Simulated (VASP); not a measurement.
ScRh3C (space group Pm-3m): computed properties

Computed with PBEsol GGA, VASP's PBE PAW potentials (set 64) (plane waves; VASP).

```
Quantity                                                              Result
----------------------------------  ----------------------------------------
space group                                                      Pm-3m (221)
cell                                 a = b = c = 4.045 Å, α = β = γ = 90.00°
volume per atom                                               13.24 Å^3/atom
band gap (over mesh and band path)  none (metal, semimetal or under 0.01 eV)
band gap with spin-orbit coupling                            none (metallic)
density                                                           9.17 g/cm³
```

```
Rh3ScC
1.0
    4.04527     0.00000     0.00000
    0.00000     4.04527     0.00000
    0.00000     0.00000     4.04527
Sc Rh C
1 3 1
Direct
  0.00000   0.00000   0.00000
  0.00000   0.50000   0.50000
  0.50000   0.00000   0.50000
  0.50000   0.50000   0.00000
  0.50000   0.50000   0.50000
```

The structure comes from a computed database's ScRh3C entry (Pm-3m); how it stands against other phases isn't given here. It was relaxed first. Symmetry was kept, so distortions that lower it aren't found.
